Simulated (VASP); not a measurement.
All values below come from PBE GGA, VASP's PBE PAW potentials (set 64) (plane waves; VASP).

Input for VASP

POSCAR:
```
Si64
1.0
 10.9370747004   0.0000000000   0.0000000000
  0.0000000000  10.9370747004   0.0000000000
  0.0000000000   0.0000000000  10.9370747004
Si
64
Cartesian
  5.4685373502   0.0000000000   0.0000000000
  6.8356716878   1.3671343376   1.3671343376
  8.2028060253   2.7342686751   0.0000000000
  9.5699403628   4.1014030126   1.3671343376
  8.2028060253   0.0000000000   2.7342686751
  9.5699403628   1.3671343376   4.1014030126
  0.0000000000   0.0000000000   0.0000000000
  1.3671343376   1.3671343376   1.3671343376
  2.7342686751   2.7342686751   0.0000000000
  4.1014030126   4.1014030126   1.3671343376
  5.4685373502   5.4685373502   0.0000000000
  6.8356716878   6.8356716878   1.3671343376
  8.2028060253   8.2028060253   0.0000000000
  9.5699403628   9.5699403628   1.3671343376
  2.7342686751   0.0000000000   2.7342686751
  4.1014030126   1.3671343376   4.1014030126
  5.4685373502   2.7342686751   2.7342686751
  6.8356716878   4.1014030126   4.1014030126
  8.2028060253   5.4685373502   2.7342686751
  9.5699403628   6.8356716878   4.1014030126
  5.4685373502   0.0000000000   5.4685373502
  6.8356716878   1.3671343376   6.8356716878
  8.2028060253   2.7342686751   5.4685373502
  9.5699403628   4.1014030126   6.8356716878
  8.2028060253   0.0000000000   8.2028060253
  9.5699403628   1.3671343376   9.5699403628
  0.0000000000   5.4685373502   0.0000000000
  1.3671343376   6.8356716878   1.3671343376
  2.7342686751   8.2028060253   0.0000000000
  4.1014030126   9.5699403628   1.3671343376
  0.0000000000   2.7342686751   2.7342686751
  1.3671343376   4.1014030126   4.1014030126
  2.7342686751   5.4685373502   2.7342686751
  4.1014030126   6.8356716878   4.1014030126
  5.4685373502   8.2028060253   2.7342686751
  6.8356716878   9.5699403628   4.1014030126
  0.0000000000   0.0000000000   5.4685373502
  1.3671343376   1.3671343376   6.8356716878
  2.7342686751   2.7342686751   5.4685373502
  4.1014030126   4.1014030126   6.8356716878
  5.4685373502   5.4685373502   5.4685373502
  6.8356716878   6.8356716878   6.8356716878
  8.2028060253   8.2028060253   5.4685373502
  9.5699403628   9.5699403628   6.8356716878
  2.7342686751   0.0000000000   8.2028060253
  4.1014030126   1.3671343376   9.5699403628
  5.4685373502   2.7342686751   8.2028060253
  6.8356716878   4.1014030126   9.5699403628
  8.2028060253   5.4685373502   8.2028060253
  9.5699403628   6.8356716878   9.5699403628
  0.0000000000   8.2028060253   2.7342686751
  1.3671343376   9.5699403628   4.1014030126
  0.0000000000   5.4685373502   5.4685373502
  1.3671343376   6.8356716878   6.8356716878
  2.7342686751   8.2028060253   5.4685373502
  4.1014030126   9.5699403628   6.8356716878
  0.0000000000   2.7342686751   8.2028060253
  1.3671343376   4.1014030126   9.5699403628
  2.7342686751   5.4685373502   8.2028060253
  4.1014030126   6.8356716878   9.5699403628
  5.4685373502   8.2028060253   8.2028060253
  6.8356716878   9.5699403628   9.5699403628
  0.0000000000   8.2028060253   8.2028060253
  1.3671343376   9.5699403628   9.5699403628
```

KPOINTS:
```
Automatic mesh
0
Gamma
1 1 1
0 0 0
```

INCAR:
```
SYSTEM = Si64
PREC = Normal; ENCUT = 400; LREAL = Auto
LASPH = .True.
EDIFF = 1E-5; NELM = 100; NELMIN = 4
ALGO = Fast
ISMEAR = 0; SIGMA = 0.05
GGA = PE
IBRION = 2; NSW = 20; ISIF = 2
EDIFFG = -0.03
LWAVE = .True.; LCHARG = .False.
```

POTCAR, in this order: Si (PBE.64 set). Program: vasp_gam.

The run wrote:

File OUTCAR:
```
 ion  position               nearest neighbor table
   1  0.500  0.000  0.000-   2 2.37  30 2.37  46 2.37  62 2.37
   2  0.625  0.125  0.125-   1 2.37   3 2.37   5 2.37  17 2.37
   3  0.750  0.250  0.000-   2 2.37   4 2.37  26 2.37  48 2.37
   4  0.875  0.375  0.125-   3 2.37  19 2.37  27 2.37  31 2.37
   5  0.750  0.000  0.250-   2 2.37   6 2.37  14 2.37  36 2.37
   6  0.875  0.125  0.375-   5 2.37  23 2.37  31 2.37  37 2.37
   7  0.000  0.000  0.000-   8 2.37  14 2.37  26 2.37  64 2.37
   8  0.125  0.125  0.125-   7 2.37   9 2.37  15 2.37  31 2.37
   9  0.250  0.250  0.000-   8 2.37  10 2.37  46 2.37  58 2.37
  10  0.375  0.375  0.125-   9 2.37  11 2.37  17 2.37  33 2.37
  11  0.500  0.500  0.000-  10 2.37  12 2.37  48 2.37  60 2.37
  12  0.625  0.625  0.125-  11 2.37  13 2.37  19 2.37  35 2.37
  13  0.750  0.750  0.000-  12 2.37  14 2.37  50 2.37  62 2.37
  14  0.875  0.875  0.125-   5 2.37   7 2.37  13 2.37  51 2.37
  15  0.250  0.000  0.250-   8 2.37  16 2.37  30 2.37  52 2.37
  16  0.375  0.125  0.375-  15 2.37  17 2.37  21 2.37  39 2.37
  17  0.500  0.250  0.250-   2 2.37  10 2.37  16 2.37  18 2.37
  18  0.625  0.375  0.375-  17 2.37  19 2.37  23 2.37  41 2.37
  19  0.750  0.500  0.250-   4 2.37  12 2.37  18 2.37  20 2.37
  20  0.875  0.625  0.375-  19 2.37  43 2.37  51 2.37  53 2.37
  21  0.500  0.000  0.500-  16 2.37  22 2.37  36 2.37  56 2.37
  22  0.625  0.125  0.625-  21 2.37  23 2.37  25 2.37  47 2.37
  23  0.750  0.250  0.500-   6 2.37  18 2.37  22 2.37  24 2.37
  24  0.875  0.375  0.625-  23 2.37  49 2.37  53 2.37  57 2.37
  25  0.750  0.000  0.750-  22 2.37  26 2.37  44 2.37  62 2.37
  26  0.875  0.125  0.875-   3 2.37   7 2.37  25 2.37  57 2.37
  27  0.000  0.500  0.000-   4 2.37  28 2.37  50 2.37  58 2.37
  28  0.125  0.625  0.125-  27 2.37  29 2.37  33 2.37  51 2.37
  29  0.250  0.750  0.000-  28 2.37  30 2.37  60 2.37  64 2.37
  30  0.375  0.875  0.125-   1 2.37  15 2.37  29 2.37  35 2.37
  31  0.000  0.250  0.250-   4 2.37   6 2.37   8 2.37  32 2.37
  32  0.125  0.375  0.375-  31 2.37  33 2.37  39 2.37  53 2.37
  33  0.250  0.500  0.250-  10 2.37  28 2.37  32 2.37  34 2.37
  34  0.375  0.625  0.375-  33 2.37  35 2.37  41 2.37  55 2.37
  35  0.500  0.750  0.250-  12 2.37  30 2.37  34 2.37  36 2.37
  36  0.625  0.875  0.375-   5 2.37  21 2.37  35 2.37  43 2.37
  37  0.000  0.000  0.500-   6 2.37  38 2.37  44 2.37  52 2.37
  38  0.125  0.125  0.625-  37 2.37  39 2.37  45 2.37  57 2.37
  39  0.250  0.250  0.500-  16 2.37  32 2.37  38 2.37  40 2.37
  40  0.375  0.375  0.625-  39 2.37  41 2.37  47 2.37  59 2.37
  41  0.500  0.500  0.500-  18 2.37  34 2.37  40 2.37  42 2.37
  42  0.625  0.625  0.625-  41 2.37  43 2.37  49 2.37  61 2.37
  43  0.750  0.750  0.500-  20 2.37  36 2.37  42 2.37  44 2.37
  44  0.875  0.875  0.625-  25 2.37  37 2.37  43 2.37  63 2.37
  45  0.250  0.000  0.750-  38 2.37  46 2.37  56 2.37  64 2.37
  46  0.375  0.125  0.875-   1 2.37   9 2.37  45 2.37  47 2.37
  47  0.500  0.250  0.750-  22 2.37  40 2.37  46 2.37  48 2.37
  48  0.625  0.375  0.875-   3 2.37  11 2.37  47 2.37  49 2.37
  49  0.750  0.500  0.750-  24 2.37  42 2.37  48 2.37  50 2.37
  50  0.875  0.625  0.875-  13 2.37  27 2.37  49 2.37  63 2.37
  51  0.000  0.750  0.250-  14 2.37  20 2.37  28 2.37  52 2.37
  52  0.125  0.875  0.375-  15 2.37  37 2.37  51 2.37  55 2.37
  53  0.000  0.500  0.500-  20 2.37  24 2.37  32 2.37  54 2.37
  54  0.125  0.625  0.625-  53 2.37  55 2.37  59 2.37  63 2.37
  55  0.250  0.750  0.500-  34 2.37  52 2.37  54 2.37  56 2.37
  56  0.375  0.875  0.625-  21 2.37  45 2.37  55 2.37  61 2.37
  57  0.000  0.250  0.750-  24 2.37  26 2.37  38 2.37  58 2.37
  58  0.125  0.375  0.875-   9 2.37  27 2.37  57 2.37  59 2.37
  59  0.250  0.500  0.750-  40 2.37  54 2.37  58 2.37  60 2.37
  60  0.375  0.625  0.875-  11 2.37  29 2.37  59 2.37  61 2.37
  61  0.500  0.750  0.750-  42 2.37  56 2.37  60 2.37  62 2.37
  62  0.625  0.875  0.875-   1 2.37  13 2.37  25 2.37  61 2.37
  63  0.000  0.750  0.750-  44 2.37  50 2.37  54 2.37  64 2.37
  64  0.125  0.875  0.875-   7 2.37  29 2.37  45 2.37  63 2.37
  LATTYP: Found a simple cubic cell.
 ALAT       =    10.9370747004
 Subroutine PRICEL returns following result:
  LATTYP: Found a face centered cubic cell.
 ALAT       =     5.4685373502
 Subroutine GETGRP returns: Found 48 space group operations
The static configuration has the point symmetry T_d .
 The point group associated with its full space group is O_h .
The dynamic configuration has the point symmetry T_d .
 Subroutine INISYM returns: Found 48 space group operations
...
```

File OSZICAR:
```
       N       E                     dE             d eps       ncg     rms          rms(c)
DAV:   1     0.115100944548E+04    0.11510E+04   -0.95959E+04   322   0.113E+03
DAV:   2    -0.193022786352E+03   -0.13440E+04   -0.12746E+04   420   0.203E+02
DAV:   3    -0.342001338642E+03   -0.14898E+03   -0.14162E+03   396   0.599E+01
DAV:   4    -0.346577066837E+03   -0.45757E+01   -0.45482E+01   380   0.125E+01
DAV:   5    -0.346716273975E+03   -0.13921E+00   -0.13866E+00   380   0.225E+00    0.275E+01
RMM:   6    -0.342416819102E+03    0.42995E+01   -0.22425E+00   322   0.242E+00    0.168E+01
RMM:   7    -0.340413310942E+03    0.20035E+01   -0.60371E+00   322   0.413E+00    0.970E-01
RMM:   8    -0.340492589248E+03   -0.79278E-01   -0.55461E-01   322   0.150E+00    0.499E-01
RMM:   9    -0.340512097435E+03   -0.19508E-01   -0.15553E-01   322   0.727E-01    0.531E-01
RMM:  10    -0.340514876125E+03   -0.27787E-02   -0.25014E-02   325   0.340E-01    0.572E-01
RMM:  11    -0.340513867031E+03    0.10091E-02   -0.78044E-03   322   0.197E-01    0.134E+00
RMM:  12    -0.340511874548E+03    0.19925E-02   -0.31093E-02   345   0.362E-01    0.123E+00
RMM:  13    -0.340518206567E+03   -0.63320E-02   -0.59860E-03   322   0.162E-01    0.112E-01
RMM:  14    -0.340518263339E+03   -0.56772E-04   -0.42986E-04   323   0.469E-02    0.869E-02
RMM:  15    -0.340518331956E+03   -0.68617E-04   -0.10406E-04   325   0.240E-02    0.322E-02
RMM:  16    -0.340518321775E+03    0.10180E-04   -0.34580E-05   246   0.121E-02    0.425E-02
RMM:  17    -0.340518331530E+03   -0.97550E-05   -0.15860E-05   195   0.899E-03
   1 F= -.34051833E+03 E0= -.34051833E+03  d E =-.340518E+03
```

OUTCAR:
```
------------------------ aborting loop because EDIFF is reached ----------------------------------------
  FORCE on cell =-STRESS in cart. coord.  units (eV):
  Direction    XX          YY          ZZ          XY          YZ          ZX
  --------------------------------------------------------------------------------------
  Total        6.7880684      6.7880684      6.7880684      0.0000000     -0.0000000      0.0000000
  in kB        8.3129135      8.3129135      8.3129135      0.0000000     -0.0000000      0.0000000
  external PRESSURE =       8.3129135 kB  Pullay stress =       0.0000000 kB
  volume of cell :     1308.29
      direct lattice vectors                 reciprocal lattice vectors
    10.937074700  0.000000000  0.000000000     0.091432127  0.000000000  0.000000000
     0.000000000 10.937074700  0.000000000     0.000000000  0.091432127  0.000000000
     0.000000000  0.000000000 10.937074700     0.000000000  0.000000000  0.091432127
 POSITION                                       TOTAL-FORCE (eV/Angst)
 -----------------------------------------------------------------------------------
      5.46854      0.00000      0.00000         0.000000     -0.000000      0.000000
      6.83567      1.36713      1.36713        -0.000000     -0.000000     -0.000000
      8.20281      2.73427      0.00000         0.000000     -0.000000     -0.000000
      9.56994      4.10140      1.36713        -0.000000      0.000000      0.000000
      8.20281      0.00000      2.73427        -0.000000     -0.000000      0.000000
      9.56994      1.36713      4.10140        -0.000000     -0.000000     -0.000000
      0.00000      0.00000      0.00000         0.000000      0.000000     -0.000000
      1.36713      1.36713      1.36713        -0.000000      0.000000      0.000000
      2.73427      2.73427      0.00000         0.000000      0.000000      0.000000
      4.10140      4.10140      1.36713        -0.000000      0.000000     -0.000000
      5.46854      5.46854      0.00000         0.000000     -0.000000     -0.000000
      6.83567      6.83567      1.36713        -0.000000      0.000000     -0.000000
      8.20281      8.20281      0.00000         0.000000     -0.000000      0.000000
      9.56994      9.56994      1.36713        -0.000000      0.000000     -0.000000
      2.73427      0.00000      2.73427         0.000000     -0.000000     -0.000000
      4.10140      1.36713      4.10140        -0.000000      0.000000      0.000000
      5.46854      2.73427      2.73427         0.000000      0.000000      0.000000
      6.83567      4.10140      4.10140        -0.000000      0.000000      0.000000
      8.20281      5.46854      2.73427         0.000000     -0.000000     -0.000000
      9.56994      6.83567      4.10140        -0.000000      0.000000     -0.000000
      5.46854      0.00000      5.46854         0.000000     -0.000000     -0.000000
      6.83567      1.36713      6.83567        -0.000000      0.000000      0.000000
      8.20281      2.73427      5.46854         0.000000      0.000000     -0.000000
      9.56994      4.10140      6.83567        -0.000000      0.000000     -0.000000
      8.20281      0.00000      8.20281         0.000000     -0.000000     -0.000000
      9.56994      1.36713      9.56994        -0.000000      0.000000      0.000000
      0.00000      5.46854      0.00000         0.000000     -0.000000     -0.000000
      1.36713      6.83567      1.36713        -0.000000      0.000000     -0.000000
      2.73427      8.20281      0.00000         0.000000     -0.000000      0.000000
      4.10140      9.56994      1.36713        -0.000000      0.000000     -0.000000
      0.00000      2.73427      2.73427         0.000000     -0.000000     -0.000000
      1.36713      4.10140      4.10140        -0.000000      0.000000      0.000000
      2.73427      5.46854      2.73427         0.000000      0.000000     -0.000000
      4.10140      6.83567      4.10140        -0.000000     -0.000000     -0.000000
      5.46854      8.20281      2.73427         0.000000     -0.000000      0.000000
      6.83567      9.56994      4.10140        -0.000000      0.000000      0.000000
      0.00000      0.00000      5.46854        -0.000000     -0.000000      0.000000
      1.36713      1.36713      6.83567        -0.000000      0.000000      0.000000
      2.73427      2.73427      5.46854         0.000000     -0.000000     -0.000000
      4.10140      4.10140      6.83567        -0.000000      0.000000      0.000000
      5.46854      5.46854      5.46854         0.000000     -0.000000     -0.000000
      6.83567      6.83567      6.83567        -0.000000     -0.000000     -0.000000
      8.20281      8.20281      5.46854         0.000000     -0.000000     -0.000000
      9.56994      9.56994      6.83567         0.000000      0.000000      0.000000
      2.73427      0.00000      8.20281        -0.000000     -0.000000      0.000000
      4.10140      1.36713      9.56994        -0.000000      0.000000     -0.000000
      5.46854      2.73427      8.20281         0.000000     -0.000000     -0.000000
      6.83567      4.10140      9.56994        -0.000000      0.000000      0.000000
      8.20281      5.46854      8.20281         0.000000     -0.000000     -0.000000
      9.56994      6.83567      9.56994         0.000000      0.000000     -0.000000
      0.00000      8.20281      2.73427         0.000000     -0.000000      0.000000
      1.36713      9.56994      4.10140        -0.000000     -0.000000     -0.000000
      0.00000      5.46854      5.46854         0.000000     -0.000000     -0.000000
      1.36713      6.83567      6.83567         0.000000     -0.000000     -0.000000
      2.73427      8.20281      5.46854         0.000000     -0.000000      0.000000
      4.10140      9.56994      6.83567         0.000000     -0.000000      0.000000
      0.00000      2.73427      8.20281         0.000000      0.000000     -0.000000
      1.36713      4.10140      9.56994        -0.000000      0.000000     -0.000000
      2.73427      5.46854      8.20281         0.000000     -0.000000     -0.000000
      4.10140      6.83567      9.56994        -0.000000     -0.000000     -0.000000
      5.46854      8.20281      8.20281         0.000000     -0.000000      0.000000
      6.83567      9.56994      9.56994         0.000000     -0.000000     -0.000000
      0.00000      8.20281      8.20281         0.000000     -0.000000      0.000000
      1.36713      9.56994      9.56994        -0.000000      0.000000      0.000000
 -----------------------------------------------------------------------------------
    total drift:                               -0.000001     -0.000001     -0.000000
  FREE ENERGIE OF THE ION-ELECTRON SYSTEM (eV)
  ---------------------------------------------------
  free  energy   TOTEN  =      -340.5183315303 eV

  energy  without entropy=     -340.5183315303  energy(sigma->0) =     -340.51833153

 reached required accuracy - stopping structural energy minimisation
```
(Selected blocks of OUTCAR.)

**OUTCAR**
```
 val. band max:        5.6681589690   @ k =   0.0000   0.0000   0.0000

 cond. band min:       6.3988288813   @ k =   0.0000   0.0000   0.0000


 Fermi energy:         5.9176288535

 k-point     1 :       0.0000    0.0000    0.0000
  band No.  band energies     occupation
      1      -6.1575      2.00000
      2      -5.0939      2.00000
      3      -5.0939      2.00000
      4      -5.0939      2.00000
      5      -5.0939      2.00000
      6      -5.0939      2.00000
      7      -5.0939      2.00000
      8      -4.1510      2.00000
      9      -4.1510      2.00000
     10      -4.1510      2.00000
     11      -4.1509      2.00000
     12      -4.1509      2.00000
     13      -4.1509      2.00000
     14      -4.1509      2.00000
     15      -4.1509      2.00000
     16      -4.1509      2.00000
     17      -4.1509      2.00000
     18      -4.1509      2.00000
     19      -4.1509      2.00000
     20      -3.8748      2.00000
     21      -3.8748      2.00000
     22      -3.8748      2.00000
     23      -3.8748      2.00000
     24      -2.0845      2.00000
     25      -2.0845      2.00000
     26      -2.0844      2.00000
     27      -2.0844      2.00000
     28      -2.0844      2.00000
     29      -2.0844      2.00000
     30      -1.9287      2.00000
     31      -1.9287      2.00000
     32      -1.9287      2.00000
     33      -1.9287      2.00000
     34      -1.9287      2.00000
     35      -1.9287      2.00000
     36      -1.9286      2.00000
     37      -1.9286      2.00000
     38      -1.9286      2.00000
     39      -1.9286      2.00000
     40      -1.9286      2.00000
     41      -1.9286      2.00000
     42      -1.2132      2.00000
     43      -1.2131      2.00000
     44      -1.2131      2.00000
     45      -1.2131      2.00000
     46       0.2234      2.00000
     47       0.2234      2.00000
     48       0.2234      2.00000
     49       0.2234      2.00000
     50       0.2234      2.00000
     51       0.2234      2.00000
...
```

The supercell is sampled at Γ alone, which is coarse: total energies, pressure and levels can be off, energies of defects by several tenths of an eV.

The cell is a supercell, built from Si (diamond).
